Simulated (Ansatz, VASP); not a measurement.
CsCaMg6 in VASP and in Ansatz

```
Cs Ca Mg
1.0
     5.25914    0.00000    0.00000
     0.00000    3.55241    6.75343
     0.00000   -3.55241    6.75343
Cs Ca Mg
1 1 6
Direct
  0.50000 0.68189 0.68189
  0.50000 0.16591 0.16591
  0.00000 0.86210 0.86210
  0.00000 0.34954 0.34954
  0.00000 0.27919 0.81457
  0.00000 0.81457 0.27919
  0.50000 0.18458 0.66221
  0.50000 0.66221 0.18458
```

The cell comes from a database or a generator and needn't be the stable form of this composition.

Alike in both runs: task single point; functional LDA; k mesh 5 × 4 × 4; occupations gaussian, width 0.02 eV; no spin polarisation.

|  | VASP | Ansatz |
| --- | --- | --- |
| version | VASP 6.6.1 | Ansatz 0.2.0 |
| potentials or method | VASP PAW LDA potentials, release 54 (Cs_sv, Ca_sv, Mg) | Ansatz PAW |
| plane-wave cutoff (eV) | 520 | 420 |
| valence electrons in the cell | 31 | 79 |

```tsv
	VASP	Ansatz	Ansatz less VASP
gap on the k mesh at the Fermi level (eV)	none	none	-
pressure (GPa)	-1.8	-1.6	+0.23
largest component of the traceless stress (GPa)	0.42	0.43	+0.012
rms of the force components (eV/Å)	0.027	0.027	0.0000
```

Atom by atom the forces differ by 0.001 eV/Å (rms over components). A gap of «none» marks a metal or a gap that the smearing closes. The two sets of potentials don't hold the same shells in valence.

Caveats: the PAW data sets come from PBE, with cores solved anew for the run's functional, which leaves a small shift of forces and pressure (Ansatz). The runs have no spin-orbit coupling, so splittings on Cs are missing.
